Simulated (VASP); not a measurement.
Output of a VASP run:

File OSZICAR:
```
       N       E                     dE             d eps       ncg     rms          rms(c)
DAV:   1     0.330538319433E+03    0.33054E+03   -0.22295E+04   480   0.163E+03
DAV:   2    -0.326798681932E+02   -0.36322E+03   -0.35823E+03   640   0.400E+02
DAV:   3    -0.526533312018E+02   -0.19973E+02   -0.19954E+02   800   0.922E+01
DAV:   4    -0.531005111759E+02   -0.44718E+00   -0.44709E+00   664   0.112E+01
DAV:   5    -0.531115522523E+02   -0.11041E-01   -0.11041E-01   704   0.125E+00    0.302E+01
DAV:   6    -0.458807899132E+02    0.72308E+01   -0.46495E+01   576   0.435E+01    0.139E+01
DAV:   7    -0.457758635407E+02    0.10493E+00   -0.40554E+00   696   0.112E+01    0.803E+00
DAV:   8    -0.457112511866E+02    0.64612E-01   -0.38288E-01   696   0.467E+00    0.679E-01
DAV:   9    -0.457080645437E+02    0.31866E-02   -0.52980E-02   696   0.131E+00    0.474E-01
DAV:  10    -0.457080485836E+02    0.15960E-04   -0.13460E-02   656   0.101E+00    0.248E-01
DAV:  11    -0.457077032451E+02    0.34534E-03   -0.24127E-03   616   0.434E-01    0.318E-02
DAV:  12    -0.457077005065E+02    0.27385E-05   -0.10630E-04   672   0.755E-02    0.234E-02
DAV:  13    -0.457077001623E+02    0.34420E-06   -0.62173E-06   640   0.187E-02    0.246E-03
DAV:  14    -0.457077001884E+02   -0.26043E-07   -0.47154E-07   664   0.579E-03
   1 F= -.45707700E+02 E0= -.45707700E+02  d E =-.347765E-28
```

OUTCAR:
```
------------------------ aborting loop because EDIFF is reached ----------------------------------------
  FORCE on cell =-STRESS in cart. coord.  units (eV):
  Direction    XX          YY          ZZ          XY          YZ          ZX
  --------------------------------------------------------------------------------------
  Total       -2.2663537     -2.2663537     -2.2663537     -0.0000000     -0.0000000      0.0000000
  in kB      -48.9759705    -48.9759705    -48.9759705     -0.0000000     -0.0000000      0.0000000
  external PRESSURE =     -48.9759705 kB  Pullay stress =       0.0000000 kB
  volume of cell :       74.14
      direct lattice vectors                 reciprocal lattice vectors
     4.200990906  0.000000000  0.000000000     0.238039078  0.000000000  0.000000000
     0.000000000  4.200990906  0.000000000     0.000000000  0.238039078  0.000000000
     0.000000000  0.000000000  4.200990906     0.000000000  0.000000000  0.238039078
 POSITION                                       TOTAL-FORCE (eV/Angst)
 -----------------------------------------------------------------------------------
      0.00000      0.00000      0.00000         0.000000      0.000000      0.000000
      2.10050      2.10050      2.10050         0.000000      0.000000      0.000000
      2.10050      0.00000      2.10050         0.000000      0.000000      0.000000
      0.00000      2.10050      2.10050         0.000000      0.000000      0.000000
      2.10050      2.10050      0.00000         0.000000      0.000000      0.000000
 -----------------------------------------------------------------------------------
    total drift:                                0.000000     -0.000000     -0.000000
  FREE ENERGIE OF THE ION-ELECTRON SYSTEM (eV)
  ---------------------------------------------------
  free  energy   TOTEN  =       -45.7077001884 eV

  energy  without entropy=      -45.7077001884  energy(sigma->0) =      -45.70770019
```
(Selected blocks of OUTCAR.)

File POSCAR:
```
BaZrO3
1
    4.2009909059     0.0000000000     0.0000000000
    0.0000000000     4.2009909059     0.0000000000
    0.0000000000     0.0000000000     4.2009909059
Ba Zr O
1 1 3
Direct
  0.0000000000   0.0000000000   0.0000000000
  0.5000000000   0.5000000000   0.5000000000
  0.5000000000   0.0000000000   0.5000000000
  0.0000000000   0.5000000000   0.5000000000
  0.5000000000   0.5000000000   0.0000000000
```

Q: Reconstruct the remaining input files.

A: One answer among several that fit: the input of the run itself, LDA (Ceperley-Alder, Perdew-Zunger), plane waves, VASP's LDA PAW potentials (set 64).

KPOINTS:
```
kpoints
0
G
5 5 5
```

INCAR:
```
! general
SYSTEM  = BaZrO3
PREC    = Accurate
ENCUT   = 520
LREAL   = .FALSE.
LASPH   = .TRUE.

! electronic loop
EDIFF   = 1E-7
NELM    = 100
ALGO    = Normal
LMAXMIX = 4

! smearing
ISMEAR  = 0
SIGMA   = 0.05

! ions
ISIF    = 2

! output
LWAVE   = .FALSE.
LCHARG  = .FALSE.
```

POTCAR, in this order: Ba_sv Zr_sv O (LDA.64 set). Program: vasp_std.

The compound is BaZrO3 in the cubic perovskite structure. This cell is one point of a volume scan, at 1.03 of the reference volume.
